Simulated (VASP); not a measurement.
Level of theory: r2SCAN meta-GGA, VASP's PBE PAW potentials (set 64) (plane waves; VASP).

A VASP calculation is set up with these files.

INCAR:
```
ALGO = Normal   # blocked Davidson
LREAL = .FALSE.
LMIXTAU = .TRUE.
LCHARG = .FALSE.
ISIF = 3
PREC = Accurate
NSW = 60
ENCUT = 520   # plane-wave cut-off (eV)
SIGMA = 0.05   # width (eV)
SYSTEM = Ge
METAGGA = R2SCAN
EDIFF = 1E-6   # SCF stop (eV)
LASPH = .TRUE.   # aspherical one-centre terms
NELM = 100   # most electronic steps
IBRION = 2   # conjugate gradients
LMAXMIX = 4   # l cut-off of mixed one-centre charges
EDIFFG = -0.01
ISMEAR = 0   # Gaussian
LWAVE = .FALSE.
```

KPOINTS:
```
Regular mesh
0
G
  7 7 7
0 0 0
```

File POSCAR:
```
Ge
1.0
  0.0000000000   2.8290000000   2.8290000000
  2.8290000000   0.0000000000   2.8290000000
  2.8290000000   2.8290000000   0.0000000000
Ge
2
Direct
  0.0000000000   0.0000000000   0.0000000000
  0.2500000000   0.2500000000   0.2500000000
```

POTCAR, in this order: Ge_d (PBE.64 set). Program: vasp_std.

What VASP printed:

**OUTCAR**
```
 ion  position               nearest neighbor table
   1  0.000  0.000  0.000-   2 2.45   2 2.45   2 2.45   2 2.45
   2  0.250  0.250  0.250-   1 2.45   1 2.45   1 2.45   1 2.45
  LATTYP: Found a face centered cubic cell.
 ALAT       =     5.6580000000
 Subroutine PRICEL returns:
 Original cell was already a primitive cell.
 Subroutine GETGRP returns: Found 48 space group operations
The static configuration has the point symmetry T_d .
 The point group associated with its full space group is O_h .
The dynamic configuration has the point symmetry T_d .
 Subroutine INISYM returns: Found 48 space group operations
 Subroutine IBZKPT returns following result:
 Found     20 irreducible k-points:

 Following reciprocal coordinates:
            Coordinates               Weight
  0.000000  0.000000  0.000000      1.000000
  0.142857  0.000000  0.000000      8.000000
  0.285714  0.000000  0.000000      8.000000
  0.428571  0.000000  0.000000      8.000000
  0.142857  0.142857  0.000000      6.000000
  0.285714  0.142857  0.000000     24.000000
  0.428571  0.142857  0.000000     24.000000
 -0.428571  0.142857  0.000000     24.000000
 -0.285714  0.142857  0.000000     24.000000
 -0.142857  0.142857  0.000000     12.000000
  0.285714  0.285714  0.000000      6.000000
  0.428571  0.285714  0.000000     24.000000
 -0.428571  0.285714  0.000000     24.000000
 -0.285714  0.285714  0.000000     12.000000
  0.428571  0.428571  0.000000      6.000000
 -0.428571  0.428571  0.000000     12.000000
  0.428571  0.285714  0.142857     24.000000
 -0.428571  0.285714  0.142857     48.000000
 -0.428571  0.428571  0.142857     24.000000
 -0.285714  0.428571  0.142857     24.000000
   k-points           NKPTS =     20   k-points in BZ     NKDIM =     20   number of bands    NBANDS=     18
   number of dos      NEDOS =    301   number of ions     NIONS =      2
   total plane-waves  NPLWV =  27000
...
```

File OSZICAR:
```
       N       E                     dE             d eps       ncg     rms          rms(c)
DAV:   1     0.145931893351E+03    0.14593E+03   -0.15739E+04   730   0.438E+03
DAV:   2    -0.911086624104E+01   -0.15504E+03   -0.15243E+03   720   0.548E+02
DAV:   3    -0.297824289196E+02   -0.20672E+02   -0.20513E+02   796   0.150E+02
DAV:   4    -0.304069775305E+02   -0.62455E+00   -0.62183E+00   824   0.298E+01
DAV:   5    -0.304175585391E+02   -0.10581E-01   -0.10578E-01   810   0.404E+00    0.339E+00
DAV:   6    -0.277293444965E+02    0.26882E+01   -0.37483E-01   854   0.119E+01    0.197E+00
DAV:   7    -0.279931912635E+02   -0.26385E+00   -0.38162E-01   900   0.944E+00    0.347E-01
DAV:   8    -0.277302590268E+02    0.26293E+00   -0.12707E-01   820   0.540E+00    0.127E-01
DAV:   9    -0.277245357993E+02    0.57232E-02   -0.95408E-03   728   0.104E+00    0.104E-01
DAV:  10    -0.276219807424E+02    0.10256E+00   -0.72056E-02   722   0.295E+00    0.126E-01
DAV:  11    -0.277254185236E+02   -0.10344E+00   -0.60412E-02   720   0.187E+00    0.292E-02
DAV:  12    -0.277255185735E+02   -0.10005E-03   -0.76166E-04   774   0.272E-01    0.210E-02
DAV:  13    -0.277255464490E+02   -0.27875E-04   -0.13824E-04   778   0.120E-01    0.105E-02
DAV:  14    -0.277256825071E+02   -0.13606E-03   -0.64492E-05   738   0.120E-01    0.501E-03
DAV:  15    -0.277256901060E+02   -0.75989E-05   -0.14456E-05   754   0.552E-02    0.219E-03
DAV:  16    -0.277256904387E+02   -0.33272E-06   -0.36384E-06   566   0.199E-02
   1 F= -.27725690E+02 E0= -.27725690E+02  d E =-.277257E+02
       N       E                     dE             d eps       ncg     rms          rms(c)
DAV:   1    -0.277751429644E+02   -0.49453E-01   -0.70223E-01   954   0.181E+01    0.131E+00
DAV:   2    -0.277390004327E+02    0.36143E-01   -0.46506E-02   930   0.448E+00    0.666E-01
DAV:   3    -0.277263976022E+02    0.12603E-01   -0.20805E-02   940   0.273E+00    0.150E-01
DAV:   4    -0.277253757208E+02    0.10219E-02   -0.19578E-03   914   0.870E-01    0.534E-02
DAV:   5    -0.277254357446E+02   -0.60024E-04   -0.66256E-04   776   0.303E-01    0.171E-02
DAV:   6    -0.277255249514E+02   -0.89207E-04   -0.74077E-04   784   0.313E-01    0.116E-02
DAV:   7    -0.277261074160E+02   -0.58246E-03   -0.21273E-04   720   0.152E-01    0.461E-03
DAV:   8    -0.277261122606E+02   -0.48446E-05   -0.20509E-06   666   0.232E-02    0.611E-04
DAV:   9    -0.277261124575E+02   -0.19688E-06   -0.31412E-07   384   0.755E-03
   2 F= -.27726112E+02 E0= -.27726112E+02  d E =-.422019E-03
       N       E                     dE             d eps       ncg     rms          rms(c)
DAV:   1    -0.277341517567E+02   -0.80395E-02   -0.10961E-01   952   0.699E+00    0.525E-01
DAV:   2    -0.277284137363E+02    0.57380E-02   -0.75561E-03   930   0.183E+00    0.266E-01
DAV:   3    -0.277264458956E+02    0.19678E-02   -0.32002E-03   940   0.108E+00    0.621E-02
DAV:   4    -0.277262688090E+02    0.17709E-03   -0.31032E-04   912   0.345E-01    0.210E-02
DAV:   5    -0.277262484186E+02    0.20390E-04   -0.99612E-05   776   0.118E-01    0.678E-03
DAV:   6    -0.277262865145E+02   -0.38096E-04   -0.10648E-04   816   0.119E-01    0.428E-03
DAV:   7    -0.277263560402E+02   -0.69526E-04   -0.29727E-05   720   0.587E-02    0.143E-03
DAV:   8    -0.277263562748E+02   -0.23460E-06   -0.43694E-07   526   0.821E-03
   3 F= -.27726356E+02 E0= -.27726356E+02  d E =-.665836E-03
```

**OUTCAR**
```
------------------------ aborting loop because EDIFF is reached ----------------------------------------
  FORCE on cell =-STRESS in cart. coord.  units (eV):
  Direction    XX          YY          ZZ          XY          YZ          ZX
  --------------------------------------------------------------------------------------
  Total        0.0034659      0.0034659      0.0034659      0.0000000      0.0000000     -0.0000000
  in kB        0.1216887      0.1216887      0.1216887      0.0000000      0.0000000     -0.0000000
  external PRESSURE =       0.1216887 kB  Pullay stress =       0.0000000 kB
  volume of cell :       45.63
      direct lattice vectors                 reciprocal lattice vectors
     0.000000000  2.836264509  2.836264509    -0.176288212  0.176288212  0.176288212
     2.836264509  0.000000000  2.836264509     0.176288212 -0.176288212  0.176288212
     2.836264509  2.836264509  0.000000000     0.176288212  0.176288212 -0.176288212
 POSITION                                       TOTAL-FORCE (eV/Angst)
 -----------------------------------------------------------------------------------
      0.00000      0.00000      0.00000         0.000000     -0.000000      0.000000
      1.41813      1.41813      1.41813        -0.000000      0.000000     -0.000000
 -----------------------------------------------------------------------------------
    total drift:                                0.000000     -0.000000      0.000000
  FREE ENERGIE OF THE ION-ELECTRON SYSTEM (eV)
  ---------------------------------------------------
  free  energy   TOTEN  =       -27.7263562748 eV

  energy  without entropy=      -27.7263562693  energy(sigma->0) =      -27.72635627

 reached required accuracy - stopping structural energy minimisation
```
(Selected blocks of OUTCAR.)

**CONTCAR**
```
Ge
   1.00000000000000
     0.0000000000000000    2.8362645093555812    2.8362645093555812
     2.8362645093555812    0.0000000000000000    2.8362645093555812
     2.8362645093555812    2.8362645093555812    0.0000000000000000
  Ge
     2
Direct
     0.0000000000000000    0.0000000000000000    0.0000000000000000
     0.2500000000000000    0.2500000000000000    0.2500000000000000
```

### OUTCAR
```
 val. band max:        4.7282209416   @ k =   0.0000   0.0000   0.0000

 cond. band min:       5.0577168667   @ k =   0.0000   0.0000   0.0000


 Fermi energy:         4.8969347903

 k-point     1 :       0.0000    0.0000    0.0000
  band No.  band energies     occupation
      1     -20.7558      2.00000
      2     -20.7558      2.00000
      3     -20.7558      2.00000
      4     -20.7171      2.00000
      5     -20.7171      2.00000
      6     -20.5038      2.00000
      7     -20.5038      2.00000
      8     -20.5038      2.00000
      9     -20.4847      2.00000
     10     -20.4847      2.00000
     11      -8.5146      2.00000
     12       4.7281      2.00000
     13       4.7282      2.00000
     14       4.7282      2.00000
     15       5.0577      0.00001
     16       7.4377      0.00000
     17       7.4378      0.00000
     18       7.4378      0.00000

 k-point     2 :       0.1429    0.0000    0.0000
  band No.  band energies     occupation
      1     -20.7657      2.00000
      2     -20.7657      2.00000
      3     -20.7526      2.00000
      4     -20.7028      2.00000
      5     -20.7028      2.00000
      6     -20.5160      2.00000
      7     -20.5160      2.00000
      8     -20.5076      2.00000
      9     -20.4748      2.00000
     10     -20.4748      2.00000
     11      -8.2561      2.00000
     12       2.0089      2.00000
     13       4.2965      2.00000
     14       4.2966      2.00000
     15       5.9737      0.00000
     16       8.0159      0.00000
     17       8.0160      0.00000
     18       8.7833      0.00000

 k-point     3 :       0.2857    0.0000    0.0000
  band No.  band energies     occupation
      1     -20.7763      2.00000
      2     -20.7763      2.00000
      3     -20.7451      2.00000
      4     -20.6837      2.00000
      5     -20.6837      2.00000
      6     -20.5293      2.00000
      7     -20.5293      2.00000
      8     -20.5164      2.00000
      9     -20.4653      2.00000
...
```

The compound is Ge in the diamond structure. This run relaxes it. Symmetry was kept, so distortions that lower it aren't found.
